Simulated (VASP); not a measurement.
Given:

```xyz
3
Lattice="0.0000 2.5558 2.5558 2.5558 0.0000 2.5558 2.5558 2.5558 0.0000" Properties=species:S:1:pos:R:3 pbc="T T T"
Ce     0.0000     0.0000     0.0000
O      1.2779     1.2779     1.2779
O      3.8337     3.8337     3.8337
```

Computed with PBEsol GGA, VASP's PBE PAW potentials (set 64) (plane waves; VASP). Settings: 620 eV cut-off, 8×8×8 Γ-centred mesh, Gaussian smearing of 0.050 eV, potentials Ce O.

Problem. What does the run give for the energy per atom (σ→0), pressure?

Solution. 
```json
{
 "energy per atom (σ→0)": "-8.939 eV/atom",
 "pressure": "44.94 GPa"
}
```

Total energies compare only between runs with the same potentials, cut-off and functional.

The compound is CeO2 in the fluorite structure. It was relaxed first under an external pressure of 45 GPa. The run is not spin-polarised, so no magnetic state was tried.
